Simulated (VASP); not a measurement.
An input for Quantum ESPRESSO's pw.x (written as the equivalent of a VASP run, and not itself run):

```
&CONTROL
  calculation = 'scf'
  pseudo_dir = './pseudo'
  outdir = './out'
  tprnfor = .true.
  tstress = .true.
/
&SYSTEM
  ibrav = 0
  nat = 2
  ntyp = 2
  ecutwfc = 102
  occupations = 'smearing'
  smearing = 'gaussian'
  degauss = 0.000735
  input_dft = 'pbe'
/
&ELECTRONS
  conv_thr = 7.3e-10
  electron_maxstep = 100
/
ATOMIC_SPECIES
  Cd 112.414 Cd.upf
  S 32.060 S.upf
CELL_PARAMETERS angstrom
     0.0000000    2.9482940    2.9482940
     2.9482940    0.0000000    2.9482940
     2.9482940    2.9482940    0.0000000
ATOMIC_POSITIONS crystal
  Cd   0.0000000  0.0000000  0.0000000
  S    0.2500000  0.2500000  0.2500000
K_POINTS automatic
  4 4 4 0 0 0
```

Problem. Write the VASP files for the same calculation (PBE).

Solution. This is not unique; one that fits is 
### INCAR
```
ALGO=Normal
EDIFF=1E-8
ENCUT=500
GGA=PE
ISMEAR=0
LASPH=.TRUE.
LCHARG=.FALSE.
LREAL=.FALSE.
LWAVE=.TRUE.
NELM=100
PREC=Normal
SIGMA=0.01
SYSTEM=CdS
```

POSCAR:
```
CdS
1
    0.0000000000     2.9482940000     2.9482940000
    2.9482940000     0.0000000000     2.9482940000
    2.9482940000     2.9482940000     0.0000000000
Cd S
1 1
Direct
  0.0000000000   0.0000000000   0.0000000000
  0.2500000000   0.2500000000   0.2500000000
```

File KPOINTS:
```
Automatic mesh
0
G
4 4 4
```

POTCAR, in this order: Cd_sv_GW S_GW (PBE.64 set). Program: vasp_std.

What does not carry over: the potentials are each code's own (VASP's PAW set, PseudoDojo norm-conserving files in pw.x), so ENCUT and ecutwfc are chosen apart and not converted; conv_thr bounds pw.x's estimated SCF error, while EDIFF bounds the energy change between steps.

The compound is CdS in the zinc blende structure, a metastable form; wurtzite is the usual one. This cell is one point of a volume scan, at 1.04 of the reference volume. The k-mesh is coarse (spacing up to 0.46 per Å, 2π included), so the numbers may not be converged in it.
